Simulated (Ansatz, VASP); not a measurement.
**AsN (honeycomb AsN, 2 layers, AB stacking) in two plane-wave programs**

One calculation is typed for both programs; each brings its own data sets. How far apart do they land? The structure shown is the start of the Ansatz relaxation below; VASP solves that cell, so the two are compared at the walk's first step.

Program: Ansatz 0.2.0. Level of theory: plane waves, with VASP 6.6.1 beside it; single point at PBE with D3(BJ). Results are calculated unless marked as measured.

### Step 1. The structure

The cell holds 4 atoms: 2 N and 2 As. Cell: a = 2.980 Å, b = 2.980 Å, c = 27.240 Å, α = 90.0°, β = 90.0°, γ = 120.0°. Vacuum lies along c.

Structure file:

```
N As
1.0
     2.98000    0.00000    0.00000
    -1.49000    2.58076    0.00000
     0.00000    0.00000   27.24000
N As
2 2
Direct
  0.66667 0.33333 0.40382
  0.00000 0.00000 0.56057
  0.33333 0.66667 0.43943
  0.66667 0.33333 0.59618
```

### Step 2. Ansatz: relaxation, PBE with D3(BJ)

Ansatz runs on its default PAW (the set named soft_2) files.

The two programs are compared at the cell with which this relaxation starts, whose forces are those of its first step.

Input file input.yaml:

```yaml
crystal:
  lattice:
    - [2.98, 0.0, 0.0]
    - [-1.49, 2.5807557033, 0.0]
    - [0.0, 0.0, 27.24]
  atoms:
    - { symbol: "N", position: [0.6666666667, 0.3333333333, 0.4038179148] }
    - { symbol: As, position: [0.3333333333, 0.6666666667, 0.4394273128] }
    - { symbol: "N", position: [0.0, 0.0, 0.5605726872] }
    - { symbol: As, position: [0.6666666667, 0.3333333333, 0.5961820852] }
kpoints:
  mp_grid: { grid: [12, 12, 1] }
hamiltonian:
  xc: pbe
  dispersion: d3bj
scf:
  occupations: { method: fermi_dirac, width: 0.05 }
  convergence: { dr2_threshold: 1.0e-08 }
efield:
  axis: 3
  dipole_correction: true
  ramp_position: 0.97
  ramp_width: 0.04
relax:
  f_tol: 0.01
  cell: { fix: [c, alpha, beta] }
output:
  write_potential: true
  write_density: true
  volumetric_format: npy
```

The run is started by

```bash
$ ansatz run input.yaml --threads 4 --pin off --max-ram 8192MiB --backend cpu --events-out ev --progress --plain --runs-dir out
```

Numbers of over 12 decimals in the logs are rounded to 6 here.

What it wrote:

```text
Warning: relax.cell: scf.convergence.dr2_threshold = 1e-8 eV is looser than the 4e-10 eV advised for a relaxation that steers and ends on the stress (1e-10 eV for each atom of the cell: 4). What an SCF threshold leaves in a stress goes as its square root, and in the free energy as the threshold itself, and one threshold admits the most on a small cell: [figures from the program's tests cut] Set scf.convergence.dr2_threshold to 4e-10 eV or tighter. The threshold is an SCF's pass mark: one that does not reach it within its budget of iterations ends unconverged, or closes short of it on a stop that the run arms, and scf.convergence.dr2_threshold's page says what that costs each kind of run
Engine: ansatz 0.2.0, aarch64-unknown-linux-gnu
Pseudopotentials: kind: paw
Pseudopotential: N, paw, valence charge 5, recommended cutoff 420 eV (normal), N.paw.azcp
Pseudopotential: As, paw, valence charge 15, recommended cutoff 420 eV (normal), As.paw.azcp
Functional definition: PBE
  parameter kappa = 0.804
  parameter beta = 0.066725
  exchange = pbe_x(kappa = kappa, mu = beta*pi^2/3)
  correlation = pbe_c(beta = beta)
Crystal: 4 atoms, lattice volume = 209.493 Å³
Basis set: ecut = 420 eV, 3979 PW (Γ), exchange–correlation on 40×40×384 points (8 copies of the dense FFT grid, shifted against one another)
Bands: 24, of which v1, the nominal top of the filled ones, is band 20 counted from 1 (19 counted from 0)
Symmetry: 6 space group operations
Space group: P3m1 (ITA 156), of the structure as read, at distance tolerance 5.9e-5 Å
k-points: 19 of 144 (time reversal used)
Non-local potential: N, projectors of the file, l = 0: 2, l = 1: 2, l = 2: 1
Non-local potential: As, projectors of the file, l = 0: 2, l = 1: 2, l = 2: 3, l = 3: 1
PAW form: soft (Blöchl's): semilocal exchange-correlation on the pseudo side does not see the compensation charge
PAW one-centre angular grid: N, 110 points (default); XC on 64 Gauss nodes
PAW one-centre angular grid: As, 590 points (default); XC on 64 Gauss nodes
Initial density: superposition of atomic densities (neutral atoms: chi_scale 0, normalization atom), corrected by the library's trained network
Initial wavefunctions: pseudopotential atomic-orbital guess
Functional: x = pbe(κ = 0.804, μ = 0.219515), c = pbe(β = 0.066725)
SCF iter   1: F=—  HF=-10478.487189 eV  |F-HF|=—  |Δ(HF+E_count)|=         —  Δρ=3.30e-3  dr2=1.53e-1  ethr=1.77e-3  p=0.037 e·Å  D=3.22e-2 V/Å  ΔV_dip=-0.88 eV  dr2_dipole=5.25e-2  V_vac-E_F(+/−)=5.04/5.92 eV  ⟨swp⟩=8.3  Hψ=2284  notcnv=0
efield: sawtooth ramp at fractional position 0.9700 (set: `efield.ramp_position`, or a place that a band, a saddle search or an elastic batch's reference lends), width 0.0400; the density the first Hamiltonian is built on has a dipole p = 0.037 e·Å; the dipole correction subtracts the counter field D = 3.22e-2 V/Å, which shifts the + side's vacuum level by -0.88 eV against the − side's; the planar-averaged density in the ramp window peaks in size at 2.5e-6 e/Å³
preconditioner: auto → none  [insulator: Δε(μ)=1.416 eV  Ē_g=10.758 eV  σ=0.050 eV  W_gap=1.00  n_scr=16 (ndim 8)  ℏωp=11.5 eV  f_vac=0.682  D(μ)=0.00/eV (n_scr^D=0)  ε∞_Penn≈2.1]
SCF iter   2: F=—  HF=-10478.780715 eV  |F-HF|=—  |Δ(HF+E_count)|=   2.94e-1  Δρ=2.39e-2  dr2=1.42e1  ethr=3.83e-4  p=0.212 e·Å  D=1.83e-1 V/Å  ΔV_dip=-4.98 eV  dr2_dipole=4.16e0  V_vac-E_F(+/−)=2.76/7.74 eV  ⟨swp⟩=3.9  Hψ=953  notcnv=0  recentre
preconditioner: auto → LDOS  [metal: Δε(μ)=0.016 eV  Ē_g=10.194 eV  σ=0.050 eV  W_gap=0.08  n_scr=16 (ndim 8)  ℏωp=11.5 eV  f_vac=0.681  D(μ)=3.76/eV (n_scr^D=14)  β→1.0]
SCF iter   3: F=—  HF=-10478.479487 eV  |F-HF|=—  |Δ(HF+E_count)|=   3.01e-1  Δρ=2.64e-3  dr2=1.25e-1  ethr=3.83e-4  p=0.050 e·Å  D=4.34e-2 V/Å  ΔV_dip=-1.18 eV  dr2_dipole=4.14e-2  V_vac-E_F(+/−)=4.90/6.08 eV  ⟨swp⟩=3.5  Hψ=902  notcnv=0
SCF iter   4: F=—  HF=-10478.465847 eV  |F-HF|=—  |Δ(HF+E_count)|=   1.36e-2  Δρ=2.38e-3  dr2=1.01e-1  ethr=3.11e-4  p=0.063 e·Å  D=5.47e-2 V/Å  ΔV_dip=-1.49 eV  dr2_dipole=3.73e-2  V_vac-E_F(+/−)=4.75/6.24 eV  ⟨swp⟩=1.6  Hψ=620  notcnv=0
SCF iter   5: F=—  HF=-10478.444816 eV  |F-HF|=—  |Δ(HF+E_count)|=   2.10e-2  Δρ=1.53e-3  dr2=4.65e-2  ethr=2.53e-4  p=0.103 e·Å  D=8.93e-2 V/Å  ΔV_dip=-2.43 eV  dr2_dipole=1.51e-2  V_vac-E_F(+/−)=4.31/6.75 eV  ⟨swp⟩=3.3  Hψ=865  notcnv=0
SCF iter   6: F=—  HF=-10478.433272 eV  |F-HF|=—  |Δ(HF+E_count)|=   1.15e-2  Δρ=8.36e-4  dr2=1.34e-2  ethr=1.16e-4  p=0.134 e·Å  D=1.16e-1 V/Å  ΔV_dip=-3.16 eV  dr2_dipole=3.70e-3  V_vac-E_F(+/−)=4.00/7.15 eV  ⟨swp⟩=2.7  Hψ=661  notcnv=0
[...]
efield: sawtooth ramp at fractional position 0.9700 (set: `efield.ramp_position`, or a place that a band, a saddle search or an elastic batch's reference lends), width 0.0400; the density the first Hamiltonian is built on has a dipole p = 0.139 e·Å; the dipole correction subtracts the counter field D = 1.22e-1 V/Å, which shifts the + side's vacuum level by -3.32 eV against the − side's; the planar-averaged density in the ramp window peaks in size at 7.3e-7 e/Å³
eigensolver tolerance schedule: the retry pair's looser diagonalisation over-reported the residual by 698.97 of it (diagonalisation noise at 0.27 of the residual, at the tolerance the schedule requests for it); recorded, not acted on — ethr = c·dr2/N_el stays at c = 1.0e-1
preconditioner: auto → LDOS  [insulator: Δε(μ)=0.321 eV  Ē_g=10.794 eV  σ=0.050 eV  W_gap=0.90  n_scr=18 (ndim 8)  ℏωp=11.6 eV  f_vac=0.685  D(μ)=0.20/eV (n_scr^D=2)  ε∞_Penn≈2.1  β→1.0]
SCF iter   2: F=—  HF=-10478.451370 eV  |F-HF|=—  |Δ(HF+E_count)|=   7.12e-5  Δρ=2.15e-5  dr2=1.30e-6  ethr=1.36e-9  p=0.139 e·Å  D=1.22e-1 V/Å  ΔV_dip=-3.32 eV  dr2_dipole=1.05e-7  V_vac-E_F(+/−)=3.90/7.22 eV  ⟨swp⟩=3.0  Hψ=1023  notcnv=0
SCF iter   3: F=—  HF=-10478.451370 eV  |F-HF|=—  |Δ(HF+E_count)|=   2.54e-8  Δρ=1.06e-5  dr2=5.88e-7  ethr=1.36e-9  p=0.139 e·Å  D=1.22e-1 V/Å  ΔV_dip=-3.32 eV  dr2_dipole=5.96e-8  V_vac-E_F(+/−)=3.90/7.22 eV  ⟨swp⟩=3.0  Hψ=1015  notcnv=0
SCF iter   4: F=—  HF=-10478.451370 eV  |F-HF|=—  |Δ(HF+E_count)|=   6.25e-8  Δρ=4.00e-6  dr2=4.63e-8  ethr=1.36e-9  p=0.139 e·Å  D=1.22e-1 V/Å  ΔV_dip=-3.32 eV  dr2_dipole=1.88e-9  V_vac-E_F(+/−)=3.90/7.22 eV  ⟨swp⟩=2.0  Hψ=512  notcnv=0
iter 5 met the thresholds in force, and the SCF goes on: an eigenvalue changes by 4.23 meV, over its tolerance of 3.16 meV (output.eigenvalues, Limitations)
SCF iter   5: F=-10478.451370 eV  HF=-10478.451370 eV  |F-HF|=1.42e-8  |Δ(HF+E_count)|=   5.76e-8  Δρ=7.61e-7  dr2=1.45e-9  ethr=2.50e-11  p=0.139 e·Å  D=1.22e-1 V/Å  ΔV_dip=-3.32 eV  dr2_dipole=8.30e-11  V_vac-E_F(+/−)=3.90/7.22 eV  ⟨swp⟩=9.6  Hψ=3412  notcnv=0
SCF iter   6: F=-10478.451370 eV  HF=-10478.451370 eV  |F-HF|=1.43e-9  |Δ(HF+E_count)|=   1.39e-8  Δρ=1.42e-7  dr2=5.00e-11  ethr=3.63e-12  p=0.139 e·Å  D=1.22e-1 V/Å  ΔV_dip=-3.32 eV  dr2_dipole=4.33e-12  V_vac-E_F(+/−)=3.90/7.22 eV  ⟨swp⟩=6.4  Hψ=2854  notcnv=0
SCF 6 converged in 6 iterations: F = -10478.451370 eV  dr2 = 5.00e-11
relax step   6: F+E_penalty+E_count = -10478.45137029 eV  Δ(F+E_penalty+E_count) = +1.638e-3 eV  max|allowed force component| = 7.069e-3 eV/Å  Δτ_max = 0.0000 Å  P = -0.023 GPa  Ω = 206.066 Å³  fix = [c, alpha, beta]  reactions: c -0.002 GPa  stress off target by 3.34e-2 GPa on what of the cell is left free  SCF on the basis re-selected at this cell (its energy is not comparable with the rows above)  (6 SCF iters)
basis re-selected at this cell: Δ(F+E_penalty+E_count) = +1.638e-3 eV, ΔP = -0.014 GPa vs the last step (what re-selecting the basis moved, of the pressure what is left beyond the Pulay correction that the steps carried, after the strain that the cell walked since its last selection, with what the two solves' SCF thresholds leave and, on support functions, any second-order correction that the steps lacked; it is no m [...]
WARN: The output density's exchange-correlation potential varies sharply where the density is thin. Do not read a vacuum level from v_tot or v_xc, or from such a field of the output density. On a cell that repeats whose density bears no net charge and no dipole along the vacuum's axis use v_es (v_loc + v_h of the components); under efield.dipole_correction with no amplitude use v_es + v_field, which holds any externa [...]
SCF converged after 6 iterations
an eigenvalue changed by more than its tolerance at an iteration that met the thresholds in force, so the SCF went on 1 time: the last check found none over its tolerance
Free energy (F): -10478.451370 eV
Harris-Foulkes:  -10478.451370 eV  (|F-HF|=1.43e-9)
Internal energy: -10478.448866 eV  (E = F + TS)
E sigma→0 (E₀):  -10478.450118 eV
Entropy (-TS):   -0.002504 eV (-0.626 meV/atom)
Fermi energy:    -1.284404 eV
Dipole field:    D = 0.121822 V/Å  (p = 0.138730 e·Å, saw-weighted, corrected)
Work function:   Φ+ = 3.9020 eV   Φ− = 7.2204 eV
Levels:          The Fermi level and band energies are counted from a zero that moves with the ramp; work functions are not
--- Per-component energies (eV) ---
  E_band       = -938.573331
  E_kinetic    = 460.951108
  E_local      = -50195.270643  (includes V_loc(G=0)·N_el)
  E_nonlocal   = -1245.938916
  E_hartree    = 24964.221162
  E_xc         = -276.994754
  E_vxc        = -309.012462  (∫ρ·V_xc dr)
  E_paw        = -3925.186551  (= ΣΔE_a)
  E_vpaw       = 424.725986  (= ΣTr[D̂ρ^β])
  E_aug_tail   = 0.000189  (compensation charges beyond the density's cutoff)
  E_efield     = 0.008450  (sawtooth field / dipole correction)
  E_vefield    = -2.470751  (∫n·V_field dr)
  E_ewald      = 19740.533277
  E_disp       = -0.772189  (pairwise vdW)
  E_smearing   = -0.002504  (= −TS)
  E_closure    = 0.000000  (closes the sum)
  Σ components = -10478.451370   (vs F -10478.451370, Δ=0.00e0)
--- Forces (eV/Å), atoms counted from 1 ---
  atom   1  N      0.00000000     0.00000000    -0.00579611
  atom   2  As     0.00000000     0.00000000     0.00560368
  atom   3  N      0.00000000     0.00000000     0.00706796
  atom   4  As     0.00000000     0.00000000    -0.00687944
  max |Σ_I F_I| component: 3.91e-6 eV/Å
--- Stress (GPa, compression-positive) ---
       -0.033425      -0.000000       0.000000
       -0.000000      -0.033425       0.000000
        0.000000       0.000000      -0.001994
  P = ⅓ Tr σ = -0.0229 GPa (-0.229 kbar)
--- Band table (eV; the first three rows and the last of 19) ---
  k-point 0: bands = [... 16 lower, -3.7452, -3.1447, -3.1447, -1.7714, -0.4336, 1.4142, 2.3103, 3.2829]
  k-point 1: bands = [... 16 lower, -3.9070, -3.6070, -3.3069, -1.6454, 0.0831, 1.9017, 2.4703, 2.9077]
  k-point 2: bands = [... 16 lower, -5.1957, -3.7119, -3.4261, -1.5205, 0.6649, 2.0272, 2.4019, 3.0736]
  k-point 18: bands = [... 16 lower, -5.5861, -4.4634, -3.9919, -2.9627, -0.3927, 1.0906, 2.2347, 3.6162]
--- Relaxed structure (5 steps of the walk, 5 accepted, 1 SCFs on fresh bases) ---
  F+E_penalty+E_count = -10478.45137029 eV   max|allowed force component| = 7.069e-3 eV/Å   (the final SCF, on the basis selected at the relaxed cell)
  cell:  # Å, volume = 206.0664 Å³
    - [2.955526, -9.05735415204453e-19, 0]
    - [-1.477763, 2.559560, 0]
    - [0, 0, 27.24]
  atoms:
    - { symbol: N, position: [0.666667, 0.333333, 0.406605] }
    - { symbol: As, position: [0.333333, 0.666667, 0.441458] }
    - { symbol: N, position: [-2.385432931763626e-17, -1.8503717076008857e-17, 0.558430] }
    - { symbol: As, position: [0.666667, 0.333333, 0.593507] }
```

In the SCF lines HF is the Harris–Foulkes energy and dr2 the Hartree energy of the density residual, in eV; the loop may stop once dr2 is under the threshold and the program's other checks hold. Hψ counts applications of the Hamiltonian.

(Continued in part 2 of 2.)

[Lines on the potential files, build, host, timing and source positions are cut from VASP's logs without a mark.]

[Logs are printed without paths, hosts, clocks, repeated set-up lines and the standing remarks that a program may print on its own settings, such as how far it seeks lower states.]

[Hosts, paths, dates, database ids (printed as entryN), source tags and the programs' standing remarks are cut or masked in the printed files.]
